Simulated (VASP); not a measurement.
Input:

```yaml
crystal:
  lattice:
    - [0.00000, 3.14012, 3.14012]
    - [3.14012, 0.00000, 3.14012]
    - [3.14012, 3.14012, 0.00000]
  atoms:
    - { symbol: Cs, position: [0.00000, 0.00000, 0.00000] }
    - { symbol: H, position: [0.50000, 0.50000, 0.50000] }
```

The numbers are results of r2SCAN+rVV10, VASP's PBE PAW potentials (set 64) (plane waves; VASP 6.6.1), not measurements. Numerical set-up: 400 eV cut-off, 8×8×8 Γ-centred mesh, tetrahedra with Blöchl corrections, potentials Cs_sv H.

Unless said otherwise, spin-orbit coupling is left out, though it shifts the bands of the heavy elements here.

### Question
Give the energies of bands 5 to 8 at the high-symmetry points, in eV from the valence-band maximum.

### Answer

```json
[
 {"band": "5", "Γ": "-1.78", "X": "-1.29", "U": "-0.86", "L": "0.00", "W": "-0.82"},
 {"band": "6", "Γ": "5.65", "X": "3.33", "U": "3.70", "L": "2.52", "W": "4.50"},
 {"band": "7", "Γ": "5.65", "X": "6.17", "U": "5.26", "L": "5.20", "W": "4.50"},
 {"band": "8", "Γ": "5.65", "X": "8.84", "U": "6.89", "L": "5.20", "W": "5.81"}
]
```

The gap is direct, 2.52 eV, from the valence maximum at L to the conduction minimum at L.

The structure comes from a measured CsH entry (Fm-3m) of the Crystallography Open Database, whose conditions weren't checked. It was relaxed first.
